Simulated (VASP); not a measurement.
Data:

```yaml
crystal:
  lattice:
    - [1.59383, -2.75446, 0.00000]
    - [1.59383, 2.75446, 0.00000]
    - [0.00000, 0.00000, 5.05210]
  atoms:
    - { symbol: Hf, position: [0.33333, 0.66667, 0.25000] }
    - { symbol: Hf, position: [0.68008, 0.34675, 0.75000] }
```

The numbers are results of PBE GGA with D4 dispersion, VASP's PBE PAW potentials (set 64) (plane waves; VASP 6.6.1), not measurements. Settings: 400 eV cut-off, 12×12×7 Γ-centred mesh, first-order Methfessel-Paxton smearing of 0.10 eV, potentials Hf_pv.

Problem. Which forces act on the atoms, in eV/Å?

Solution. 
```
atom      Fx      Fy     Fz
----  ------  ------  -----
Hf1    0.083   0.005  0.000
Hf2   -0.083  -0.005  0.000
```

Problem. Give the stress tensor in GPa (positive for a compressed cell).

Solution. 
```
-0.21  -0.46   0.00
-0.46   0.07   0.00
 0.00   0.00  -0.58
```
The pressure is its mean diagonal, -0.24 GPa.

The compound is Hf in the hcp structure. The cell was not relaxed at this level, atoms are displaced from their ideal sites. The run is one of a series of settings (IVDW = 13 against the base run), some of them coarse on purpose.
